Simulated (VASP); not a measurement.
Level of theory: PW91 GGA, VASP's PBE PAW potentials (set 64) (plane waves; VASP 6.6.1).

VASP input:

### KPOINTS
```
Automatic mesh
0
Gamma
14 14 13
0 0 0
```

POSCAR:
```
WC
1
    1.4798515052    -2.5631780720     0.0000000000
    1.4798515052     2.5631780720     0.0000000000
    0.0000000000     0.0000000000     2.8801844319
W C
1 1
Direct
  0.0000000000   0.0000000000   0.0000000000
  0.3333330000   0.6666670000   0.5000000000
```

**INCAR**
```
SYSTEM = WC
PREC = Accurate
ENCUT = 520
EDIFF = 1E-7
NELM = 100
ALGO = Normal
LREAL = .FALSE.
LASPH = .TRUE.
ISMEAR = 1
SIGMA = 0.1
GGA = 91
LMAXMIX = 6
LWAVE = .FALSE.
LCHARG = .FALSE.
ISIF = 4
IBRION = 2
NSW = 30
EDIFFG = -0.01
```

POTCAR, in this order: W_sv C (PBE.64 set). Program: vasp_std.

### Question
What will the output report for the number of irreducible k-points (NKPTS), largest plane-wave count, number of space-group operations, FFT grid (NGX, NGY, NGZ)?

### Answer

number of irreducible k-points (NKPTS): 168
largest plane-wave count: 617
number of space-group operations: 12
FFT grid (NGX, NGY, NGZ): 24 × 24 × 24

The compound is WC in the wc structure. This cell is one point of a volume scan, at 1.03 of the reference volume. Symmetry was kept, so distortions that lower it aren't found.
